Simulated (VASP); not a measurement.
WC:

```
W C
1.0
     2.90650    0.00000    0.00000
    -1.45325    2.51710    0.00000
     0.00000    0.00000    2.83660
W C
1 1
Direct
  0.00000 0.00000 0.00000
  0.66667 0.33333 0.50000
```

* Program: VASP 6.6.1
* Task: relaxation of cell and atoms
* Functional: PBE
* Potentials or basis: VASP PAW PBE potentials, release 64 (W_sv, C)
* Cutoff: 520 eV
* k mesh: 18 × 18 × 14
* Occupations: gaussian, width 0.1 eV
* Spin: collinear spin, ferromagnetic start
* Starting moments: [1, 0] μB

At the start: pressure 6.7 GPa; volume 10.38 Å³/atom.

Task: How do energy, volume and symmetry change on relaxing?

Result: Over 6 steps the energy falls by 3.6 meV/atom and the volume is 10.55 Å³/atom (+1.7 %); space group P-6m2 (No. 187, to 0.05 Å); moment 0.00 μB per cell.

The path:
```csv
step,energy change (eV),largest force (eV/Å),pressure (GPa),volume (Å³)
1,0.0000,0.0000,6.70,20.75
2,0.0436,0.0000,-15.95,22.08
3,-0.0072,0.0000,-0.11,21.11
4,-0.0072,0.0000,0.02,21.10
5,-0.0072,0.0000,0.03,21.11
6,-0.0073,0.0000,0.02,21.10
```

Final structure:
```
W C
1.0
     2.92417    0.00000    0.00000
    -1.46209    2.53241    0.00000
     0.00000    0.00000    2.84996
W C
1 1
Direct
  0.00000 0.00000 0.00000
  0.66667 0.33333 0.50000
```
